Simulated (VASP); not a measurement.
VASP runs on Y2In (space group P6_3/mmc) share one base input (PBEsol GGA, plane waves, VASP's PBE PAW potentials (set 64)) and change the settings named in each case.

**KPOINTS**
```
K-points
0
gamma
5 5 4
0 0 0
```

**POSCAR**
```
Y2In
1
    5.3700000000     0.0000000000     0.0000000000
   -2.6850000000     4.6505560000     0.0000000000
    0.0000000000     0.0000000000     6.7900000000
Y In
4 2
Direct
  0.3333330000   0.6666670000   0.7500000000
  0.6666670000   0.3333330000   0.2500000000
  0.0000000000   0.0000000000   0.0000000000
  0.0000000000   0.0000000000   0.5000000000
  0.3333330000   0.6666670000   0.2500000000
  0.6666670000   0.3333330000   0.7500000000
```

**INCAR**
```
ALGO = Normal
EDIFF = 1E-6
ENCUT = 300
GGA = PS
ISIF = 2
ISMEAR = 0
LASPH = .True.
LCHARG = .False.
LMAXMIX = 4
LREAL = .False.
LWAVE = .False.
NELM = 100
PREC = Accurate
SIGMA = 0.2
SYSTEM = Y2In
```

POTCAR, in this order: Y_sv In_d (PBE.64 set). Program: vasp_std.

| change | E(σ→0) (eV/atom) | pressure (GPa) | −TS (eV) |
|---|---|---|---|
| base run | -5.9665 | -2.25 | -0.1675 |
| GGA removed, POTCAR Y_sv In_d (LDA.64 set) | -6.1337 | … | … |
| GGA_COMPAT = .FALSE., LNONCOLLINEAR = .TRUE., LSORBIT = .TRUE., MAGMOM = 0.0 0.0 0.0 0.0 0.0 0.0 0.0 0.0 0.0 0.0 0.0 0.0 0.0 0.0 0.0 0.0 0.0 0.0, program vasp_ncl | -6.0123 | … | … |
| KPOINTS 1×1×1 Γ-centred mesh | -5.9173 | -10.26 | -0.2681 |

Problem. Some entries are withheld; supply them.

Solution. 
- GGA_COMPAT = .FALSE., LNONCOLLINEAR = .TRUE., LSORBIT = .TRUE., MAGMOM = 0.0 0.0 0.0 0.0 0.0 0.0 0.0 0.0 0.0 0.0 0.0 0.0 0.0 0.0 0.0 0.0 0.0 0.0, program vasp_ncl, pressure (GPa): -2.28
- GGA_COMPAT = .FALSE., LNONCOLLINEAR = .TRUE., LSORBIT = .TRUE., MAGMOM = 0.0 0.0 0.0 0.0 0.0 0.0 0.0 0.0 0.0 0.0 0.0 0.0 0.0 0.0 0.0 0.0 0.0 0.0, program vasp_ncl, −TS (eV): -0.1674
- GGA removed, POTCAR Y_sv In_d (LDA.64 set), pressure (GPa): -4.26
- GGA removed, POTCAR Y_sv In_d (LDA.64 set), −TS (eV): -0.1712

Energies of different potentials or functionals have different zeros.  Unless said otherwise, spin-orbit coupling is left out, though it shifts the bands of the heavy elements here. At 300 eV the pressure can carry a Pulay error.

Left out are runs that ran out of time, are held back, or changed the cell or the kind of run, fixed moments of cells without a moment, rows past the twelfth, gaps on odd meshes, pressures of charged cells and columns that move by less than the noise.

The structure comes from a measured Y2In entry of the Crystallography Open Database, whose conditions weren't checked. The cell was not relaxed at this level.
